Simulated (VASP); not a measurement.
Data:

```
CELL_PARAMETERS angstrom
      1.96966    -3.41156     0.00000
      1.96966     3.41156     0.00000
      0.00000     0.00000     6.11784
ATOMIC_POSITIONS crystal
  La 0.33333 0.66667 0.24554
  La 0.66667 0.33333 0.75446
  O  0.00000 0.00000 0.00000
  O  0.33333 0.66667 0.64627
  O  0.66667 0.33333 0.35373
```

Level of theory: optB88-vdW, VASP's PBE PAW potentials (set 64) (plane waves; VASP 6.6.1). Run with 520 eV cut-off, 7×7×4 Γ-centred mesh, tetrahedra with Blöchl corrections, potentials La O.

The cores are frozen, which limits the accuracy of field gradients.

Problem. Give the principal components of the electric field gradient (V/Å²) and the asymmetry η at each nucleus.

Solution. 
| atom | Vxx | Vyy | Vzz | η |
|---|---|---|---|---|
| La1 | -59.4 | -59.4 | 118.9 | 0.00 |
| La2 | -59.4 | -59.4 | 118.9 | 0.00 |
| O3 | 4.5 | 4.5 | -9.1 | 0.00 |
| O4 | -4.1 | -4.1 | 8.3 | 0.00 |
| O5 | -4.1 | -4.1 | 8.3 | 0.00 |

The compound is La2O3 in the a-type structure. It was relaxed first.
